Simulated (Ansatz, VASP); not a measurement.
## Cross-check of WS2 (Tungstenite) between VASP and Ansatz

Wanted: the spread between two codes on one cell, functional and k mesh.

Main program and level: Ansatz 0.2.0; plane waves, with VASP 6.6.1 beside it; single point at PBEsol.

## 1. The structure

Symmetry: P6_3/mmc, No. 194, hexagonal system. Conventional cell: a = 3.153 Å, b = 3.153 Å, c = 12.323 Å, α = 90.00°, β = 90.00°, γ = 120.00°. Nearest to W lie 6 S at 2.40 Å. Nearest to S lie 3 W at 2.40 Å. Farther neighbours and most contacts between anions are not listed.

As a file:

```xyz
6
Lattice="3.1532 0.0000 0.0000 -1.5766 2.7308 0.0000 0.0000 0.0000 12.3230" Properties=species:S:1:pos:R:3 pbc="T T T"
W     1.5766    0.9103    9.2423
W     0.0000    1.8205    3.0808
S     1.5766    0.9103    4.6519
S     0.0000    1.8205   10.8134
S     1.5766    0.9103    1.5096
S     0.0000    1.8205    7.6711
```

## 2. VASP: single point, PBEsol

With cell and atoms fixed, the geometry can't cause a difference; cores, projectors, grids and the points listed under the comparison can.

Lines of VASP's logs that name or quote its potential files are left out, and so is its time.

INCAR

```
SYSTEM = WS2
PREC = Accurate
ENCUT = 400
EDIFF = 1E-05
NELM = 100
ISMEAR = 0
SIGMA = 0.05
LREAL = .FALSE.
ALGO = Normal
GGA = PS
NBANDS = 24
LORBIT = 11
LWAVE = .FALSE.
LCHARG = .FALSE.
KPAR = 4
```

POSCAR

```
WS2
1.0
    3.1532000000      0.0000000000      0.0000000000
   -1.5766000000      2.7307513032      0.0000000000
    0.0000000000      0.0000000000     12.3230000000
W S
2 4
Direct
    0.6666666667      0.3333333333      0.7500000000
    0.3333333333      0.6666666667      0.2500000000
    0.6666666667      0.3333333333      0.3775000000
    0.3333333333      0.6666666667      0.8775000000
    0.6666666667      0.3333333333      0.1225000000
    0.3333333333      0.6666666667      0.6225000000
```

KPOINTS

```
Automatic mesh
0
Gamma
8 8 2
0 0 0
```

Potentials, in the order of the species: W and S (PBE family, release 64).

Command:

```
mpirun -np 4 vasp_std
```

Numbers of over 12 decimals in the logs are rounded to 6 here.

The program printed:

```text
[banner, memory and clock lines left out]
running    4 mpi-ranks, on    1 nodes
 distrk:  each k-point on    1 cores,    4 groups
 distr:  one band on    1 cores,    1 groups

 POSCAR found type information on POSCAR W S
 POSCAR found :  2 types and       6 ions
|                                                                             |
|               ----> ADVICE to this user running VASP <----                  |
|                                                                             |
|     You enforced a specific xc type in the INCAR file but a different       |
|     [... a line on the potential file left out ...]
|     I HOPE YOU KNOW WHAT YOU ARE DOING!                                     |
|                                                                             |

 LDA part: xc-table for (Slater+PW92), standard interpolation
 POSCAR, INCAR and KPOINTS ok, starting setup
 FFT: planning ... GRIDC
 FFT: planning ... GRID_SOFT
 FFT: planning ... GRID
 WAVECAR not read
 entering main loop
       N       E                     dE             d eps       ncg     rms          rms(c)
DAV:   1     0.155082698104E+03    0.15508E+03   -0.14009E+04   960   0.108E+03
DAV:   2    -0.410951982429E+02   -0.19618E+03   -0.18725E+03  1352   0.252E+02
DAV:   3    -0.530949356565E+02   -0.12000E+02   -0.11926E+02  1288   0.622E+01
DAV:   4    -0.533314896143E+02   -0.23655E+00   -0.23602E+00  1304   0.962E+00
DAV:   5    -0.533370736842E+02   -0.55841E-02   -0.55802E-02  1288   0.137E+00    0.410E+01
DAV:   6    -0.510798083614E+02    0.22573E+01   -0.97634E+00  1400   0.154E+01    0.184E+01
DAV:   7    -0.507848793280E+02    0.29493E+00   -0.33790E+00  1272   0.103E+01    0.888E+00
DAV:   8    -0.506494384780E+02    0.13544E+00   -0.45659E-01  1344   0.432E+00    0.140E+00
DAV:   9    -0.506440876433E+02    0.53508E-02   -0.71642E-02  1352   0.145E+00    0.531E-01
DAV:  10    -0.506424878288E+02    0.15998E-02   -0.14098E-02  1360   0.682E-01    0.404E-01
DAV:  11    -0.506424563329E+02    0.31496E-04   -0.18560E-03  1336   0.250E-01    0.136E-01
DAV:  12    -0.506423981332E+02    0.58200E-04   -0.44945E-04  1336   0.134E-01    0.561E-02
DAV:  13    -0.506424011298E+02   -0.29966E-05   -0.28059E-05  1088   0.319E-02
   1 F= -.50642401E+02 E0= -.50642401E+02  d E =-.475370E-14
```

Parts of OUTCAR (step 2):

```text
ion  position               nearest neighbor table
   1  0.667  0.333  0.750-   4 2.40   6 2.40   4 2.40   6 2.40   4 2.40   6 2.40
   2  0.333  0.667  0.250-   3 2.40   5 2.40   3 2.40   5 2.40   3 2.40   5 2.40
   3  0.667  0.333  0.377-   2 2.40   2 2.40   2 2.40
   4  0.333  0.667  0.877-   1 2.40   1 2.40   1 2.40
   5  0.667  0.333  0.123-   2 2.40   2 2.40   2 2.40
   6  0.333  0.667  0.623-   1 2.40   1 2.40   1 2.40

  LATTYP: Found a hexagonal cell.
 ALAT       =     3.1532000000
 C/A-ratio  =     3.9080933655

 Subroutine GETGRP returns: Found 24 space group operations
 (whereof 12 operations were pure point group operations)

The static configuration has the point symmetry D_3d.
 The point group associated with its full space group is D_6h.

 Found     20 irreducible k-points:

   k-points           NKPTS =     20   k-points in BZ     NKDIM =     20   number of bands    NBANDS=     24

   dimension x,y,z NGX =    24 NGY =   24 NGZ =   80
   dimension x,y,z NGXF=    48 NGYF=   48 NGZF=  160

   ENCUT  =  400.0 eV  29.40 Ry    5.42 a.u.   5.14  5.14 20.10*2*pi/ulx,y,z

   NELECT =      36.0000    total number of electrons

 k-points in reciprocal lattice and weights: Automatic mesh
   0.00000000  0.00000000  0.00000000       0.008
   0.12500000 -0.00000000  0.00000000       0.047
   0.25000000 -0.00000000  0.00000000       0.047
   0.37500000 -0.00000000  0.00000000       0.047
   0.50000000 -0.00000000  0.00000000       0.023
   0.12500000  0.12500000  0.00000000       0.047
   0.25000000  0.12500000  0.00000000       0.094
   0.37500000  0.12500000  0.00000000       0.094
   0.25000000  0.25000000  0.00000000       0.047
[...]
0.25000000  0.25000000  0.50000000       0.047
   0.37500000  0.25000000  0.50000000       0.047

 average (electrostatic) potential at core
       1 -39.6248       2 -39.6248       3 -85.7606       4 -85.7606       5 -85.7606
       6 -85.7606

 E-fermi :   6.5482

 k-point     1 :       0.0000    0.0000    0.0000
  band No.  band energies     occupation
    ...
     14       4.1419      2.00000
     15       4.1419      2.00000
     16       4.8416      2.00000
     17       5.0476      2.00000
     18       6.3004      2.00000
     19       8.6303      0.00000
     20       8.6344      0.00000
     21       8.6430      0.00000
     22       8.6497      0.00000
     23       8.6954      0.00000
    ...

 k-point     2 :       0.1250   -0.0000    0.0000
  band No.  band energies     occupation
    ...
     14       3.7576      2.00000
     15       4.1004      2.00000
     16       5.0058      2.00000
     17       5.0643      2.00000
     18       5.8045      2.00000
     19       8.1718      0.00000
     20       8.4514      0.00000
     21       8.4532      0.00000
     22       8.5835      0.00000
     23       8.6208      0.00000
    ...

 k-point     3 :       0.2500   -0.0000    0.0000
  band No.  band energies     occupation
    ...
     14       3.6927      2.00000
     15       3.7612      2.00000
     16       4.4603      2.00000
     17       4.6621      2.00000
     18       4.8072      2.00000
     19       7.6289      0.00000
     20       8.1556      0.00000
     21       8.3857      0.00000
     22       8.6002      0.00000
     23       8.6942      0.00000
    ...

  Total       -1.0096708     -1.0096708     -0.5449129     -0.0000000     -0.0000000      0.0000000
  in kB      -15.2454509    -15.2454509     -8.2278731     -0.0000000     -0.0000000      0.0000000
  external PRESSURE =     -12.9062583 kB  Pullay stress =       0.0000000 kB

  energy-cutoff  :      400.00
  volume of cell :      106.11
      direct lattice vectors                 reciprocal lattice vectors
     3.153200000  0.000000000  0.000000000     0.317138145  0.183099794  0.000000000
    -1.576600000  2.730751303  0.000000000     0.000000000  0.366199587  0.000000000
     0.000000000  0.000000000 12.323000000     0.000000000  0.000000000  0.081149071

 POSITION                                       TOTAL-FORCE (eV/Angst)
 -----------------------------------------------------------------------------------
      1.57660      0.91025      9.24225        -0.000000     -0.000000      0.000000
     -0.00000      1.82050      3.08075        -0.000000      0.000000      0.000000
      1.57660      0.91025      4.65193        -0.000000      0.000000     -0.180745
     -0.00000      1.82050     10.81343         0.000000     -0.000000     -0.180745
      1.57660      0.91025      1.50957        -0.000000      0.000000      0.180745
     -0.00000      1.82050      7.67107         0.000000     -0.000000      0.180745
 -----------------------------------------------------------------------------------
    total drift:                               -0.000000      0.000000     -0.000000

  FREE ENERGIE OF THE ION-ELECTRON SYSTEM (eV)
  ---------------------------------------------------
  free  energy   TOTEN  =       -50.6424011298 eV

  energy  without entropy=      -50.6424011298  energy(sigma->0) =      -50.64240113

 total charge
# of ion       s       p       d       tot
------------------------------------------
    1        0.565   0.720   4.303   5.588
    2        0.565   0.720   4.303   5.588
    3        1.354   2.339   0.000   3.693
    4        1.354   2.339   0.000   3.693
    5        1.354   2.339   0.000   3.693
    6        1.354   2.339   0.000   3.693
--------------------------------------------------
tot          6.549  10.796   8.606  25.951

[... 3 further parts left out ...]
```

This run has no spin polarisation, so a moment on W, if there is one, isn't seen. LASPH is off, so gradient terms of the non-spherical density inside the spheres are left out; for open d or f shells this can shift gaps and moments. The data set W keeps the semicore shell frozen, which is cheaper and a little less accurate.

## 3. Ansatz: single point, PBEsol

Ansatz runs on its default PAW (the set named soft_2) files.

The same cell, functional, mesh and smearing now go to Ansatz, which takes its cutoff from its data sets.

input.yaml

```yaml
crystal:
  lattice:
    - [3.1532, 0.0, 0.0]
    - [-1.5766, 2.7307513032, 0.0]
    - [0.0, 0.0, 12.323]
  atoms:
    - { symbol: W, position: [0.6666666667, 0.3333333333, 0.75] }
    - { symbol: W, position: [0.3333333333, 0.6666666667, 0.25] }
    - { symbol: S, position: [0.6666666667, 0.3333333333, 0.3775] }
    - { symbol: S, position: [0.3333333333, 0.6666666667, 0.8775] }
    - { symbol: S, position: [0.6666666667, 0.3333333333, 0.1225] }
    - { symbol: S, position: [0.3333333333, 0.6666666667, 0.6225] }
hamiltonian:
  xc: pbesol
  pseudopotentials: { kind: paw }
kpoints:
  mp_grid: { grid: [8, 8, 2] }
scf:
  occupations: { method: gaussian, width: 0.05 }
  n_extra_bands: 5
output:
  forces: true
  stress: true
  eigenvalues: true
```

Command:

```
ansatz run input.yaml --threads 4 --pin off --max-ram 9216MiB --backend cpu --events-out ev --progress --plain --runs-dir out
```

The program printed:

```text
scf.n_extra_bands = 5 over 26 filled bands (N_el = 52.0): the run solves 31 bands
Engine: ansatz 0.2.0, aarch64-unknown-linux-gnu
Pseudopotentials: kind: paw
Pseudopotential: W, paw, valence charge 14, recommended cutoff 420 eV (normal), W.paw.azcp
Pseudopotential: S, paw, valence charge 6, recommended cutoff 420 eV (normal), S.paw.azcp
Functional definition: PBEsol
  exchange = pbesol_x
  correlation = pbesol_c
Crystal: 6 atoms, lattice volume = 106.108 Å³
Basis set: ecut = 420 eV, 2057 PW (Γ), exchange–correlation on 48×48×180 points (8 copies of the dense FFT grid, shifted against one another)
Bands: 31, of which v1, the nominal top of the filled ones, is band 26 counted from 1 (25 counted from 0)
Symmetry: 24 space group operations
Space group: P63/mmc (ITA 194), of the structure as read, at distance tolerance 4.7e-5 Å
k-points: 20 of 128
Non-local potential: W, projectors of the file, l = 0: 3, l = 1: 2, l = 2: 2, l = 3: 1
Non-local potential: S, projectors of the file, l = 0: 2, l = 1: 2, l = 2: 2
PAW form: soft (Blöchl's): semilocal exchange-correlation on the pseudo side does not see the compensation charge
PAW frozen core: W, regenerated for the run's functional, and the local potential with it (the file was generated under x = pbe(κ = 0.804, μ = 0.219515), c = pbe(β = 0.066725))
PAW frozen core: S, regenerated for the run's functional, and the local potential with it (the file was generated under x = pbe(κ = 0.804, μ = 0.219515), c = pbe(β = 0.066725))
PAW one-centre angular grid: W, 590 points (default); XC on 64 Gauss nodes
PAW one-centre angular grid: S, 110 points (default); XC on 64 Gauss nodes
Initial density: superposition of atomic densities (neutral atoms: chi_scale 0, normalization atom), corrected by the library's trained network
Initial wavefunctions: pseudopotential atomic-orbital guess
Functional: x = pbesol(κ = 0.804, μ = 0.123457), c = pbesol(β = 0.046)
SCF iter   1: F=—  HF=-24058.160607 eV  |F-HF|=—  |Δ(HF+E_count)|=         —  Δρ=8.29e-3  dr2=1.15e-1  ethr=1.77e-3  ⟨swp⟩=6.2  Hψ=2885  notcnv=0
preconditioner: auto → Resta (q_TF=auto, 2.423 Å⁻¹)  ε∞=7.9  [insulator: Δε(μ)=1.070 eV  Ē_g=8.251 eV  σ=0.050 eV  W_gap=1.00  n_scr=26 (ndim 8)  ℏωp=21.6 eV  f_vac=0.016  D(μ)=0.00/eV (n_scr^D=0)  ε∞_Penn≈7.9]
SCF iter   2: F=—  HF=-24058.146861 eV  |F-HF|=—  |Δ(HF+E_count)|=   1.37e-2  Δρ=3.18e-3  dr2=5.86e-3  ethr=2.21e-4  ⟨swp⟩=2.5  Hψ=1008  notcnv=0  defer=17
SCF iter   3: F=—  HF=-24058.148223 eV  |F-HF|=—  |Δ(HF+E_count)|=   1.36e-3  Δρ=1.78e-3  dr2=1.86e-3  ethr=1.13e-5  ⟨swp⟩=2.4  Hψ=849  notcnv=0  defer=17
SCF iter   4: F=—  HF=-24058.148935 eV  |F-HF|=—  |Δ(HF+E_count)|=   7.12e-4  Δρ=1.80e-4  dr2=6.27e-5  ethr=3.57e-6  ⟨swp⟩=2.0  Hψ=955  notcnv=0  defer=17
SCF iter   5: F=—  HF=-24058.148992 eV  |F-HF|=—  |Δ(HF+E_count)|=   5.68e-5  Δρ=4.75e-5  dr2=3.95e-6  ethr=1.21e-7  ⟨swp⟩=2.0  Hψ=885  notcnv=0  defer=17
SCF iter   6: F=—  HF=-24058.148993 eV  |F-HF|=—  |Δ(HF+E_count)|=   1.77e-6  Δρ=1.46e-5  dr2=3.58e-7  ethr=7.60e-9  ⟨swp⟩=2.0  Hψ=945  notcnv=0  defer=17
SCF iter   7: F=-24058.148994 eV  HF=-24058.148994 eV  |F-HF|=8.00e-9  |Δ(HF+E_count)|=   2.99e-7  Δρ=2.83e-6  dr2=1.00e-8  ethr=1.92e-10  ⟨swp⟩=9.2  Hψ=2908  notcnv=0
SCF 1 converged in 7 iterations: F = -24058.148994 eV  dr2 = 1.00e-8
  greatest PAW one-centre occupation: 1.000 electrons in one spin orbital (limit 2), on the W atom at site 1 (counted from 0), in its partial waves of l = 0
SCF converged after 7 iterations
Free energy (F): -24058.148994 eV
Harris-Foulkes:  -24058.148994 eV  (|F-HF|=8.00e-9)
Internal energy: -24058.148994 eV  (E = F + TS)
E sigma→0 (E₀):  -24058.148994 eV
Fermi energy:    12.207502 eV
--- Per-component energies (eV) ---
  E_band       = -375.030647
  E_kinetic    = 1332.990462
  E_local      = -3498.827679  (includes V_loc(G=0)·N_el)
  E_nonlocal   = 120.643620
  E_hartree    = 1387.409501
  E_xc         = -917.306859
  E_vxc        = -829.881473  (∫ρ·V_xc dr)
  E_paw        = -19208.984347  (= ΣΔE_a)
  E_vpaw       = -274.770958  (= ΣTr[D̂ρ^β])
  E_aug_tail   = -0.000131  (compensation charges beyond the density's cutoff)
  E_ewald      = -3274.764942
  E_core_change = 0.691382  (= ΣΔE_core)
  E_smearing   = -0.000000  (= −TS)
  E_closure    = 0.000000  (closes the sum)
  Σ components = -24058.148994   (vs F -24058.148994, Δ=0.00e0)
--- Forces (eV/Å), atoms counted from 1 ---
  atom   1  W      0.00000000     0.00000000     0.00000000
  atom   2  W      0.00000000    -0.00000000    -0.00000000
  atom   3  S      0.00000000     0.00000000    -0.15569877
  atom   4  S     -0.00000000    -0.00000000    -0.15569877
  atom   5  S     -0.00000000     0.00000000     0.15569877
  atom   6  S     -0.00000000    -0.00000000     0.15569877
  max |Σ_I F_I| component: 1.16e-17 eV/Å
--- Stress (GPa, compression-positive) ---
       -1.033842       0.000000      -0.000000
        0.000000      -1.033842       0.000000
       -0.000000       0.000000      -0.567466
  P = ⅓ Tr σ = -0.8784 GPa (-8.784 kbar)
--- Band table (eV; the first three rows and the last of 20) ---
  k-point 0: bands = [... 22 lower, 9.4835, 10.1825, 10.4042, 11.6687, 13.9723, 13.9723, 13.9823, 13.9823, ... 1 higher]
  k-point 1: bands = [... 22 lower, 9.4566, 9.4566, 11.3492, 11.3492, 13.9658, 13.9658, 13.9658, 13.9658, ... 1 higher]
  k-point 2: bands = [... 22 lower, 9.4465, 10.3545, 10.4218, 11.1686, 13.5185, 13.7964, 13.8019, 13.9338, ... 1 higher]
  k-point 19: bands = [... 22 lower, 8.6795, 8.6795, 10.8237, 10.8237, 13.2159, 13.2159, 14.2919, 14.2919, ... 1 higher]
```

Run time: 1.4 s. Hardware: 4 threads of Arm Neoverse V2, shared host; peak memory 0.43 GiB; 3.6 s of CPU time.

The column dr2 measures how far the density is from self-consistency, as an energy; F and HF (Harris–Foulkes) agree once it is small.

The run ends at a pressure of -0.88 GPa, with forces up to 0.16 eV/Å.

## 4. Side by side

Known differences besides the potentials themselves: the data sets hold 52 valence electrons in Ansatz (default PAW (the set named soft_2) files) and 36 in VASP; the cutoff is 420 eV in Ansatz and 400 eV in VASP; Ansatz makes its cores anew for this functional, VASP keeps those of its PBE data sets; VASP leaves aspherical gradient terms in its spheres out (LASPH is not set), Ansatz keeps them. Total energies have different zeros and are not compared.

Both answers:

```
              quantity  Ansatz   VASP  difference
        pressure (GPa)   -0.88  -1.29       +0.41
gap on the k mesh (eV)   1.083  1.100      -0.017
```

Forces (eV/Å; atoms numbered as in POSCAR):

```
atom        Ansatz x, y, z          VASP x, y, z
  W1   0.000, 0.000, 0.000   0.000, 0.000, 0.000
  W2   0.000, 0.000, 0.000   0.000, 0.000, 0.000
  S3  0.000, 0.000, -0.156  0.000, 0.000, -0.181
  S4  0.000, 0.000, -0.156  0.000, 0.000, -0.181
  S5   0.000, 0.000, 0.156   0.000, 0.000, 0.181
  S6   0.000, 0.000, 0.156   0.000, 0.000, 0.181
```

The forces differ by 12 meV/Å r.m.s., which is 13.9 % of the r.m.s. force of 0.09 eV/Å (both taken over all components). A gap on the mesh is an upper bound, since the band edges may lie between its points; neither run holds spin-orbit coupling, which can move the band edges of a compound of W.

## 5. What came out

| Property | Result |
| --- | --- |
| r.m.s. force difference (single point, PBEsol) | 12 meV/Å |

The r.m.s. force difference is 12 meV/Å (single point, PBEsol), at about the 12 meV/Å picked in this series as the mark of a large difference. How closely two codes agree says nothing of how well the functional describes the real material.

[Lines on the potential files, build, host, timing and source positions are cut from VASP's logs without a mark.]

[Logs are printed without paths, hosts, clocks, repeated set-up lines and the standing remarks that a program may print on its own settings, such as how far it seeks lower states.]

[Hosts, paths, dates, database ids (printed as entryN), source tags and the programs' standing remarks are cut or masked in the printed files.]
